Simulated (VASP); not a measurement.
Data:

```xyz
3
Lattice="3.6214 0.0000 0.0000 -1.8107 3.1362 0.0000 0.0000 0.0000 16.9473" Properties=species:S:1:pos:R:3 pbc="T T T"
Zr     0.0000     0.0000     8.4737
S      0.0000     2.0908     9.9473
S      1.8107     1.0454     7.0000
```

Method: PBE GGA, VASP's PBE PAW potentials (set 64) (plane waves; VASP). Numerical set-up: 300 eV cut-off, 6×6×1 Γ-centred mesh, Gaussian smearing of 0.050 eV, potentials Zr_sv S.

At this cut-off the stress carries a Pulay error, which pulls relaxed volumes low. The cell holds a wide vacuum, so values per volume refer to the whole cell.

Task: Which forces act on the atoms, in eV/Å?

Result: 
| atom | Fx | Fy | Fz |
|---|---|---|---|
| Zr1 | 0.000 | 0.000 | 0.000 |
| S2 | 0.000 | 0.000 | 0.065 |
| S3 | 0.000 | 0.000 | -0.065 |

Task: Give the stress tensor in GPa (positive for a compressed cell).

Result: 
```
 0.99   0.00   0.00
 0.00   0.99   0.00
 0.00   0.00  -0.03
```
The pressure is its mean diagonal, 0.65 GPa.

The cell is a sheet with vacuum, built from a generated structure.
